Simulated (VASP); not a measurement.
Input:

```yaml
crystal:
  lattice:
    - [5.12800, 2.55790, 2.55790]
    - [2.55790, 5.12800, 2.55790]
    - [2.55790, 2.55790, 5.12800]
  atoms:
    - { symbol: Mn, position: [0.00000, 0.00000, 0.00000], spin: 4.1 }
    - { symbol: Mn, position: [0.50000, 0.50000, 0.50000], spin: -4.1 }
    - { symbol: S, position: [0.25000, 0.25000, 0.25000] }
    - { symbol: S, position: [0.75000, 0.75000, 0.75000] }
```

The numbers are results of PBE GGA, VASP's PBE PAW potentials (set 64) (plane waves; VASP 6.6.1), not measurements. Run with 520 eV cut-off, Gaussian smearing of 0.050 eV, potentials Mn_pv S.

Give the spin-up energies of bands 9 to 22 at the high-symmetry points, in eV from the valence-band maximum.

| band | Γ | T | H2 | L | S0 | F |
|---|---|---|---|---|---|---|
| 9 | -6.62 | -4.85 | -5.70 | -5.92 | -5.76 | -6.64 |
| 10 | -4.16 | -4.29 | -5.62 | -5.59 | -5.40 | -5.62 |
| 11 | -4.16 | -3.94 | -4.85 | -4.66 | -5.08 | -4.13 |
| 12 | -2.71 | -3.94 | -4.73 | -4.11 | -4.63 | -4.06 |
| 13 | -2.71 | -2.68 | -3.97 | -4.08 | -4.04 | -3.10 |
| 14 | -2.51 | -2.68 | -3.76 | -3.21 | -3.78 | -3.06 |
| 15 | -1.44 | -2.61 | -2.39 | -2.68 | -2.39 | -3.02 |
| 16 | -1.44 | -2.61 | -2.18 | -2.34 | -2.20 | -2.34 |
| 17 | -1.41 | -2.17 | -2.13 | -2.08 | -2.09 | -2.16 |
| 18 | -1.29 | 0.00 | -1.01 | -0.70 | -1.05 | -1.00 |
| 19 | -1.29 | 0.00 | -0.71 | -0.63 | -0.72 | -0.47 |
| 20 | 1.19 | 1.10 | 1.39 | 0.70 | 1.36 | 0.75 |
| 21 | 1.19 | 1.10 | 1.44 | 1.71 | 1.52 | 1.80 |
| 22 | 1.32 | 1.16 | 1.77 | 1.90 | 1.72 | 1.89 |

Give the spin-down energies of bands 9 to 22 at the high-symmetry points, in eV from the valence-band maximum.

```csv
band,Γ,T,H2,L,S0,F
9,-6.62,-4.85,-5.70,-5.92,-5.76,-6.64
10,-4.16,-4.29,-5.62,-5.59,-5.40,-5.62
11,-4.16,-3.94,-4.85,-4.66,-5.08,-4.13
12,-2.71,-3.94,-4.73,-4.11,-4.63,-4.06
13,-2.71,-2.68,-3.97,-4.08,-4.04,-3.10
14,-2.51,-2.68,-3.76,-3.21,-3.78,-3.06
15,-1.44,-2.61,-2.39,-2.68,-2.39,-3.02
16,-1.44,-2.61,-2.18,-2.34,-2.20,-2.34
17,-1.41,-2.17,-2.13,-2.08,-2.09,-2.16
18,-1.29,0.00,-1.01,-0.70,-1.05,-1.00
19,-1.29,0.00,-0.71,-0.63,-0.72,-0.47
20,1.19,1.10,1.39,0.70,1.36,0.75
21,1.19,1.10,1.44,1.71,1.52,1.80
22,1.32,1.16,1.77,1.90,1.72,1.89
```

The gap is indirect, 0.71 eV, from the valence maximum at T to the conduction minimum at L.

The compound is MnS in the rock salt, AFM-II order structure. It was relaxed first.
